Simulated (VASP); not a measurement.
OSZICAR of a VASP run on Bi₂Se₃ (tetradymite):

**OSZICAR**
```
       N       E                     dE             d eps       ncg     rms          rms(c)
DAV:   1     0.147726051389E+04    0.14773E+04   -0.58355E+04  1720   0.144E+03
DAV:   2     0.181519265931E+03   -0.12957E+04   -0.12575E+04  1856   0.407E+02
DAV:   3    -0.160121927716E+02   -0.19753E+03   -0.18979E+03  2074   0.181E+02
DAV:   4    -0.281012598172E+02   -0.12089E+02   -0.11892E+02  1940   0.453E+01
DAV:   5    -0.287839546476E+02   -0.68269E+00   -0.67979E+00  2450   0.970E+00    0.860E+00
RMM:   6    -0.258072557950E+02    0.29767E+01   -0.65592E+00  1871   0.587E+00    0.464E+00
RMM:   7    -0.259368789946E+02   -0.12962E+00   -0.25480E+00  2161   0.355E+00    0.276E+00
RMM:   8    -0.259366404982E+02    0.23850E-03   -0.24990E-01  1901   0.191E+00    0.618E-01
RMM:   9    -0.259356318067E+02    0.10087E-02   -0.72840E-02  2254   0.989E-01    0.151E-01
RMM:  10    -0.259375794265E+02   -0.19476E-02   -0.20725E-02  2452   0.383E-01    0.825E-02
RMM:  11    -0.259379231821E+02   -0.34376E-03   -0.31978E-03  2437   0.184E-01    0.315E-02
RMM:  12    -0.259379652857E+02   -0.42104E-04   -0.96604E-04  2202   0.809E-02    0.135E-02
RMM:  13    -0.259379756720E+02   -0.10386E-04   -0.20119E-04  1873   0.383E-02    0.680E-03
RMM:  14    -0.259379780575E+02   -0.23855E-05   -0.39785E-05  1267   0.201E-02
   1 F= -.25937978E+02 E0= -.25937976E+02  d E =-.259380E+02
       N       E                     dE             d eps       ncg     rms          rms(c)
DAV:   1    -0.259381791775E+02   -0.20351E-03   -0.36133E+00  1984   0.545E+00    0.230E-01
RMM:   2    -0.259443512047E+02   -0.61720E-02   -0.74717E-02  1933   0.135E+00    0.889E-02
RMM:   3    -0.259473603875E+02   -0.30092E-02   -0.32176E-02  2411   0.786E-01    0.685E-02
RMM:   4    -0.259474826895E+02   -0.12230E-03   -0.19886E-03  2167   0.184E-01    0.576E-02
RMM:   5    -0.259474690933E+02    0.13596E-04   -0.58319E-04  2103   0.898E-02    0.192E-02
RMM:   6    -0.259474647431E+02    0.43502E-05   -0.11645E-04  1914   0.400E-02    0.165E-02
RMM:   7    -0.259474614012E+02    0.33418E-05   -0.43245E-05  1430   0.234E-02
   2 F= -.25947461E+02 E0= -.25947458E+02  d E =-.948334E-02
       N       E                     dE             d eps       ncg     rms          rms(c)
DAV:   1    -0.259473113643E+02    0.15338E-03   -0.48120E-01  1968   0.198E+00    0.837E-02
RMM:   2    -0.259481426647E+02   -0.83130E-03   -0.98719E-03  1931   0.473E-01    0.263E-02
RMM:   3    -0.259484962650E+02   -0.35360E-03   -0.37099E-03  2409   0.265E-01    0.245E-02
RMM:   4    -0.259485095494E+02   -0.13284E-04   -0.23295E-04  2110   0.647E-02    0.205E-02
RMM:   5    -0.259485064863E+02    0.30631E-05   -0.77758E-05  1685   0.366E-02
   3 F= -.25948506E+02 E0= -.25948503E+02  d E =-.105284E-01
```

Problem. Which electronic solver shows in the log?

Solution. It is blocked Davidson (ALGO = Normal, or the opening steps of other solvers) and then RMM-DIIS (ALGO = Fast or VeryFast). The INCAR had ALGO = Fast.

Problem. Can the final energy be trusted as converged?

Solution. Self-consistency was reached. It stopped with EDIFF = 1E-5, NELM = 100, NSW = 20 and EDIFFG = -0.03 after 3 ionic steps (optB88-vdW, plane waves, VASP's PBE PAW potentials (set 64)).

The compound is Bi2Se3 in the tetradymite structure. This run relaxes the ions in a fixed cell. Symmetry was kept, so distortions that lower it aren't found.
